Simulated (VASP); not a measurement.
Given:

```
HfO2
1.0
    3.58818     0.00000     0.00000
    0.00000     3.58818     0.00000
    0.00000     0.00000     5.22001
Hf O
2 4
Direct
  0.00000   0.00000   0.00000
  0.50000   0.50000   0.50000
  0.00000   0.50000   0.19587
  0.00000   0.50000   0.69587
  0.50000   0.00000   0.30413
  0.50000   0.00000   0.80413
```

All values below come from PBE GGA, VASP's PBE PAW potentials (set 64) (plane waves; VASP 6.6.1). Numerical set-up: 500 eV cut-off, 6×6×4 Γ-centred mesh, Gaussian smearing of 0.050 eV, potentials Hf_pv O.

Unless said otherwise, spin-orbit coupling is left out, though it shifts the bands of the heavy elements here.

Task: Predict the energy per atom (σ→0), band gap (on the k-mesh) with the smallest direct gap where there is one.

Result: 
| Item | Value |
|---|---|
| band gap (on the k-mesh) | 4.67 eV |
| smallest direct gap (on the k-mesh) | 4.75 eV |
| energy per atom (σ→0) | -10.117 eV/atom |

Total energies compare only between runs with the same potentials, cut-off and functional.

The structure was generated: HfO2 was put into the tetragonal-ZrO2 type (P4_2/nmc), which need not be its known phase. It was relaxed first.
